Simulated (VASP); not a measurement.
**Ge (relaxed from the simple-cubic structure, space group Pm-3m): computed properties**

These are r2SCAN meta-GGA, VASP's PBE PAW potentials (set 64) (plane waves; VASP) values and carry that method's errors.

| Item | Result |
|---|---|
| space group | Pm-3m (221) |
| cell | a = 2.672 Å, b = 2.672 Å, c = 2.672 Å, α = 90.00°, β = 90.00°, γ = 90.00° |
| volume per atom | 19.07 Å^3/atom |
| band gap (over mesh and band path) | none (metal, semimetal or under 0.01 eV) |
| density | 6.32 g/cm³ |

```yaml
crystal:
  lattice:
    - [2.67171, 0.00000, 0.00000]
    - [0.00000, 2.67171, 0.00000]
    - [0.00000, 0.00000, 2.67171]
  atoms:
    - { symbol: Ge, position: [0.00000, 0.00000, 0.00000] }
```

The structure was generated: Ge was put into the simple-cubic type (Pm-3m), which need not be its known phase. It was relaxed first, which changed the volume by -13 %. Symmetry was kept, so distortions that lower it aren't found.
